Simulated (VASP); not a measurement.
Input:

```
CELL_PARAMETERS angstrom
      3.17122     0.00000     0.00000
     -1.58561     2.74636     0.00000
      0.00000     0.00000     5.05029
ATOMIC_POSITIONS crystal
  Zr 0.66667 0.33333 0.00000
  Hf 0.00000 0.00000 0.50000
```

Level of theory: PBEsol GGA, VASP's PBE PAW potentials (set 64) (plane waves; VASP 6.6.1). Numerical set-up: 400 eV cut-off, 15×15×8 Γ-centred mesh, tetrahedra with Blöchl corrections, potentials Zr_sv Hf_pv.

Unless said otherwise, spin-orbit coupling is left out, though it shifts the bands of the heavy elements here.

Q: Estimate the energy per atom (σ→0), band gap (on the k-mesh) with the smallest direct gap where there is one.

A: 
```yaml
band gap (on the k-mesh): none (metal, semimetal or under 0.01 eV)
energy per atom (σ→0): -9.791 eV/atom
```

Total energies compare only between runs with the same potentials, cut-off and functional.

The structure comes from a computed database's HfZr entry (P-6m2); how it stands against other phases isn't given here. It was relaxed first.
